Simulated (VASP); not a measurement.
Input of a VASP 6.6.1 run:

The input INCAR:

```
PREC = Accurate ; ENCUT = 520
EDIFF = 1E-6 ; ISMEAR = 0
SIGMA = 0.15 ; LREAL = F
LASPH = T ; NELM = 80
ALGO = Normal ; ISIF = 2
LWAVE = F ; LCHARG = T
LELF = T ; LVHAR = T
NBANDS = 13
```

Contents of KPOINTS:

```
regular mesh
0
Gamma
  18 18 18
```

Contents of POSCAR:

```
BIr
1.0
    3.0421080792      0.0000000000      0.0000000000
   -1.5210540396      2.6345428776      0.0000000000
    0.0000000000      0.0000000000      2.7029723100
B Ir
1 1
Direct
    0.3333333333      0.6666666667      0.5000000000
    0.0000000000      0.0000000000      0.0000000000
```

Potentials or basis: VASP PAW LDA potentials, release 64 (B, Ir).

The run is started by

```bash
$ cat potpaw_LDA.64/B/POTCAR potpaw_LDA.64/Ir/POTCAR > POTCAR
$ mpirun -np 1 vasp_std > vasp.out
```

What does it give for the pressure?

-8.7 GPa.

Estimate the band gap on the k mesh.

none (metal or under the smearing width).

Stress tensor (GPa, compression positive):
```
-8.59  0.00  0.00
 0.00 -8.59  0.00
 0.00  0.00 -8.83
```

The run has no spin-orbit coupling, so splittings on Ir are missing.
